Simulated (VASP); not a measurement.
```
CELL_PARAMETERS angstrom
      0.00000     1.99705     1.99705
      1.99705     0.00000     1.99705
      1.99705     1.99705     0.00000
ATOMIC_POSITIONS crystal
  Li 0.00000 0.00000 0.00000
  H  0.47496 0.52504 0.47496
```

The numbers are results of r2SCAN meta-GGA, VASP's PBE PAW potentials (set 64) (plane waves; VASP), not measurements. Settings: 600 eV cut-off, 10×10×10 Γ-centred mesh, Gaussian smearing of 0.050 eV, potentials Li_sv H.

Task: Which forces act on the atoms, in eV/Å?

Result: 
| atom | Fx | Fy | Fz |
|---|---|---|---|
| Li1 | 0.000 | -0.134 | 0.000 |
| H2 | 0.000 | 0.134 | 0.000 |

Task: Give the stress tensor in GPa (positive for a compressed cell).

Result: 
```
-0.23   0.00   0.00
 0.00   0.76   0.00
 0.00   0.00  -0.23
```
The pressure is its mean diagonal, 0.10 GPa.

The compound is LiH in the rock salt structure. This cell was strained or had an atom moved on purpose.
